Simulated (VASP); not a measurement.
Method: PW91 GGA, VASP's PBE PAW potentials (set 64) (plane waves; VASP).

VASP ran on this input.

File KPOINTS:
```
Automatic mesh
0
Gamma
14 14 8
0 0 0
```

**POSCAR**
```
Re
1
    1.3800000000    -2.3902300000     0.0000000000
    1.3800000000     2.3902300000     0.0000000000
    0.0000000000     0.0000000000     4.4600000000
Re
2
Direct
  0.3333330000   0.6666670000   0.2500000000
  0.6666670000   0.3333330000   0.7500000000
```

### INCAR
```
PREC = Accurate
SIGMA = 0.1
SYSTEM = Re
EDIFFG = -0.01   # ionic stop
ENCUT = 520   # plane-wave cut-off (eV)
EDIFF = 1E-6   # SCF stop (eV)
GGA = 91
LCHARG = F
ISIF = 3
LMAXMIX = 6
ISMEAR = 1   # Methfessel-Paxton
NSW = 60   # most ionic steps
NELM = 100   # most electronic steps
ALGO = Normal   # blocked Davidson
IBRION = 2   # conjugate gradients
LREAL = F
LWAVE = F
LASPH = T
```

POTCAR, in this order: Re (PBE.64 set). Program: vasp_std.

What VASP printed:

OUTCAR:
```
 ion  position               nearest neighbor table
   1  0.333  0.667  0.250-   2 2.74   2 2.74   2 2.74   2 2.74   2 2.74   2 2.74
   2  0.667  0.333  0.750-   1 2.74   1 2.74   1 2.74   1 2.74   1 2.74   1 2.74
  LATTYP: Found a hexagonal cell.
 ALAT       =     2.7599999009
 C/A-ratio  =     1.6159420870
 Subroutine PRICEL returns:
 Original cell was already a primitive cell.
 Subroutine GETGRP returns: Found 24 space group operations
The static configuration has the point symmetry D_3d.
 The point group associated with its full space group is D_6h.
The dynamic configuration has the point symmetry D_3d.
 Subroutine INISYM returns: Found 24 space group operations
 Subroutine IBZKPT returns following result:
 Found    120 irreducible k-points:

 Following reciprocal coordinates:
            Coordinates               Weight
  0.000000  0.000000  0.000000      1.000000
  0.071429  0.000000  0.000000      6.000000
  0.142857 -0.000000  0.000000      6.000000
  0.214286  0.000000  0.000000      6.000000
  0.285714 -0.000000  0.000000      6.000000
  0.357143 -0.000000  0.000000      6.000000
  0.428571  0.000000  0.000000      6.000000
  0.500000 -0.000000  0.000000      3.000000
  0.071429  0.071429  0.000000      6.000000
  0.142857  0.071429  0.000000     12.000000
  0.214286  0.071429  0.000000     12.000000
  0.285714  0.071429  0.000000     12.000000
  0.357143  0.071429  0.000000     12.000000
  0.428571  0.071429  0.000000     12.000000
  0.142857  0.142857  0.000000      6.000000
  0.214286  0.142857  0.000000     12.000000
  0.285714  0.142857  0.000000     12.000000
  0.357143  0.142857  0.000000     12.000000
  0.428571  0.142857  0.000000      6.000000
  0.214286  0.214286  0.000000      6.000000
  0.285714  0.214286  0.000000     12.000000
  0.357143  0.214286  0.000000     12.000000
  0.285714  0.285714  0.000000      6.000000
  0.357143  0.285714  0.000000      6.000000
  0.000000  0.000000  0.125000      2.000000
  0.071429  0.000000  0.125000     12.000000
  0.142857 -0.000000  0.125000     12.000000
  0.214286  0.000000  0.125000     12.000000
  0.285714 -0.000000  0.125000     12.000000
  0.357143 -0.000000  0.125000     12.000000
  0.428571  0.000000  0.125000     12.000000
  0.500000 -0.000000  0.125000      6.000000
  0.071429  0.071429  0.125000     12.000000
  0.142857  0.071429  0.125000     24.000000
  0.214286  0.071429  0.125000     24.000000
  0.285714  0.071429  0.125000     24.000000
  0.357143  0.071429  0.125000     24.000000
  0.428571  0.071429  0.125000     24.000000
  0.142857  0.142857  0.125000     12.000000
  0.214286  0.142857  0.125000     24.000000
   k-points           NKPTS =    120   k-points in BZ     NKDIM =    120   number of bands    NBANDS=     11
   number of dos      NEDOS =    301   number of ions     NIONS =      2
   total plane-waves  NPLWV =  20736
   dimension x,y,z NGX =    24 NGY =   24 NGZ =   36
   dimension x,y,z NGXF=    48 NGYF=   48 NGZF=   72
   ions per type =               2
   PREC   = accura    normal or accurate (medium, high low for compatibility)
   ISTART =      0    job   : 0-new  1-cont  2-samecut
   ICHARG =      2    charge: 1-file 2-atom 10-const
   ISPIN  =      1    spin polarized calculation?
   LNONCOLLINEAR =      F non collinear calculations
   LSORBIT =      F    spin-orbit coupling
   INIWAV =      1    electr: 0-lowe 1-rand  2-diag
   ENCUT  =  520.0 eV  38.22 Ry    6.18 a.u.   5.13  5.13  8.29*2*pi/ulx,y,z
   NELM   =    100;   NELMIN=  2; NELMDL= -5     # of ELM steps
   EDIFF  = 0.1E-05   stopping-criterion for ELM
   LREAL  =      F    real-space projection
...
```

OSZICAR:
```
       N       E                     dE             d eps       ncg     rms          rms(c)
DAV:   1     0.298381336706E+02    0.29838E+02   -0.70214E+03  4736   0.159E+03
DAV:   2    -0.190592724146E+02   -0.48897E+02   -0.41518E+02  4115   0.319E+02
DAV:   3    -0.256932737815E+02   -0.66340E+01   -0.53641E+01  4454   0.259E+02
DAV:   4    -0.260559978834E+02   -0.36272E+00   -0.32417E+00  4902   0.275E+01
DAV:   5    -0.260683429734E+02   -0.12345E-01   -0.11921E-01  4543   0.337E+00    0.480E+01
DAV:   6    -0.250249571587E+02    0.10434E+01   -0.10361E+00  4901   0.323E+01    0.200E+01
DAV:   7    -0.246685427482E+02    0.35641E+00   -0.76172E-01  5093   0.265E+01    0.635E-01
DAV:   8    -0.246563160085E+02    0.12227E-01   -0.95690E-03  5205   0.126E+00    0.240E-01
DAV:   9    -0.246554973635E+02    0.81865E-03   -0.64200E-04  5103   0.275E-01    0.347E-02
DAV:  10    -0.246555161969E+02   -0.18833E-04   -0.35667E-05  4388   0.514E-02    0.753E-03
DAV:  11    -0.246555162040E+02   -0.71038E-08   -0.25662E-07  2412   0.202E-02
   1 F= -.24655516E+02 E0= -.24655735E+02  d E =-.246555E+02
       N       E                     dE             d eps       ncg     rms          rms(c)
DAV:   1    -0.248133987316E+02   -0.15788E+00   -0.36211E+01  3523   0.329E+02    0.185E+01
DAV:   2    -0.244646685434E+02    0.34873E+00   -0.55766E-01  4234   0.253E+01    0.666E+00
DAV:   3    -0.243820206584E+02    0.82648E-01   -0.24908E-01  4599   0.166E+01    0.852E-01
DAV:   4    -0.243833598816E+02   -0.13392E-02   -0.41431E-03  4783   0.591E-01    0.651E-02
DAV:   5    -0.243835538356E+02   -0.19395E-03   -0.14479E-03  5097   0.109E+00    0.648E-02
DAV:   6    -0.243836001508E+02   -0.46315E-04   -0.26576E-05  4577   0.120E-01    0.102E-02
DAV:   7    -0.243836000832E+02    0.67570E-07   -0.27181E-06  2464   0.945E-02
   2 F= -.24383600E+02 E0= -.24383784E+02  d E =0.271916E+00
       N       E                     dE             d eps       ncg     rms          rms(c)
DAV:   1    -0.249157464182E+02   -0.53215E+00   -0.41146E+01  2640   0.430E+02    0.174E+01
DAV:   2    -0.247438259793E+02    0.17192E+00   -0.40975E-01  4561   0.206E+01    0.522E+00
DAV:   3    -0.246761026110E+02    0.67723E-01   -0.14515E-01  4377   0.134E+01    0.116E+00
DAV:   4    -0.246749439833E+02    0.11586E-02   -0.49466E-03  5085   0.181E+00    0.573E-01
DAV:   5    -0.246748589619E+02    0.85021E-04   -0.22821E-03  5019   0.154E+00    0.912E-02
DAV:   6    -0.246748882917E+02   -0.29330E-04   -0.47685E-05  5124   0.244E-01    0.119E-02
DAV:   7    -0.246748876245E+02    0.66723E-06   -0.58654E-07  2113   0.520E-02
   3 F= -.24674888E+02 E0= -.24675178E+02  d E =-.193714E-01
       N       E                     dE             d eps       ncg     rms          rms(c)
DAV:   1    -0.246749435810E+02   -0.55289E-04   -0.34602E-03  2732   0.369E+00    0.184E-01
DAV:   2    -0.246749271600E+02    0.16421E-04   -0.43888E-05  4377   0.239E-01    0.630E-02
DAV:   3    -0.246749213477E+02    0.58123E-05   -0.16617E-05  4138   0.144E-01    0.103E-02
DAV:   4    -0.246749214702E+02   -0.12256E-06   -0.75077E-08  1704   0.122E-02
   4 F= -.24674921E+02 E0= -.24675210E+02  d E =-.194053E-01
       N       E                     dE             d eps       ncg     rms          rms(c)
DAV:   1    -0.246749220304E+02   -0.68277E-06   -0.75180E-04  2844   0.170E+00    0.820E-02
DAV:   2    -0.246749172510E+02    0.47794E-05   -0.10203E-05  3655   0.114E-01    0.267E-02
DAV:   3    -0.246749146747E+02    0.25763E-05   -0.15765E-06  1631   0.650E-02    0.931E-03
DAV:   4    -0.246749144920E+02    0.18275E-06   -0.17929E-06  1808   0.243E-02
   5 F= -.24674914E+02 E0= -.24675204E+02  d E =-.193983E-01
       N       E                     dE             d eps       ncg     rms          rms(c)
DAV:   1    -0.246749655579E+02   -0.50883E-04   -0.56505E-03  3876   0.399E+00    0.168E-01
DAV:   2    -0.246749258774E+02    0.39680E-04   -0.60044E-05  4805   0.204E-01    0.530E-02
DAV:   3    -0.246749151005E+02    0.10777E-04   -0.26535E-05  4523   0.151E-01    0.145E-02
DAV:   4    -0.246749151101E+02   -0.95338E-08   -0.15601E-07  1608   0.141E-02
   6 F= -.24674915E+02 E0= -.24675216E+02  d E =-.618091E-06
       N       E                     dE             d eps       ncg     rms          rms(c)
DAV:   1    -0.246749402826E+02   -0.25182E-04   -0.11640E-03  3888   0.179E+00    0.796E-02
DAV:   2    -0.246749306477E+02    0.96349E-05   -0.11451E-05  3850   0.918E-02    0.249E-02
DAV:   3    -0.246749272790E+02    0.33687E-05   -0.47288E-06  2028   0.674E-02    0.914E-03
DAV:   4    -0.246749271968E+02    0.82186E-07   -0.33080E-06  2284   0.266E-02
   7 F= -.24674927E+02 E0= -.24675223E+02  d E =-.127049E-04
```

File OUTCAR:
```
------------------------ aborting loop because EDIFF is reached ----------------------------------------
  FORCE on cell =-STRESS in cart. coord.  units (eV):
  Direction    XX          YY          ZZ          XY          YZ          ZX
  --------------------------------------------------------------------------------------
  Total        0.0139577      0.0139577      0.0145212     -0.0000000      0.0000000      0.0000000
  in kB        0.7425273      0.7425272      0.7725016     -0.0000000      0.0000000      0.0000000
  external PRESSURE =       0.7525187 kB  Pullay stress =       0.0000000 kB
  volume of cell :       30.12
      direct lattice vectors                 reciprocal lattice vectors
     1.390363713 -2.408180475 -0.000000000     0.359618131 -0.207625635 -0.000000000
     1.390363713  2.408180475  0.000000000     0.359618131  0.207625635  0.000000000
    -0.000000000 -0.000000000  4.497441650     0.000000000 -0.000000000  0.222348632
 POSITION                                       TOTAL-FORCE (eV/Angst)
 -----------------------------------------------------------------------------------
      1.39036      0.80273      1.12436         0.000000     -0.000000      0.000000
      1.39036     -0.80273      3.37308        -0.000000      0.000000      0.000000
 -----------------------------------------------------------------------------------
    total drift:                               -0.000000      0.000010     -0.000016
  FREE ENERGIE OF THE ION-ELECTRON SYSTEM (eV)
  ---------------------------------------------------
  free  energy   TOTEN  =       -24.6749271968 eV

  energy  without entropy=      -24.6758138601  energy(sigma->0) =      -24.67522275

 reached required accuracy - stopping structural energy minimisation
```
(Selected blocks of OUTCAR.)

File CONTCAR:
```
Re
   1.00000000000000
     1.3903637133111764   -2.4081804754333183   -0.0000000000000000
     1.3903637133111764    2.4081804754333183    0.0000000000000000
    -0.0000000000000000   -0.0000000000000000    4.4974416501601207
  Re
     2
Direct
     0.3333330000000032    0.6666669999999968    0.2500000000000000
     0.6666669999999968    0.3333330000000032    0.7500000000000000
```

Energy and stress use the plane-wave basis of the starting cell.

The compound is Re in the hcp structure. This run relaxes it. Symmetry was kept, so distortions that lower it aren't found.
